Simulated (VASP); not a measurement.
Here is the system:

```xyz
2
Lattice="0.0000 2.8397 2.8397 2.8397 0.0000 2.8397 2.8397 2.8397 0.0000" Properties=species:S:1:pos:R:3 pbc="T T T"
Ba     0.0000     0.0000     0.0000
O      2.8397     2.8397     2.8397
```

Level of theory: RPBE GGA, VASP's PBE PAW potentials (set 64) (plane waves; VASP). Numerical set-up: 520 eV cut-off, 9×9×9 Γ-centred mesh, tetrahedra with Blöchl corrections, potentials Ba_sv O.

Q: Estimate the energy per atom (σ→0).

A: 
| Property | Result |
|---|---|
| energy per atom (σ→0) | -5.570 eV/atom |

The absolute energy has meaning only against runs of the same code, potentials and settings.

The compound is BaO in the rock salt structure. It was relaxed first, which changed the volume by +8 %.
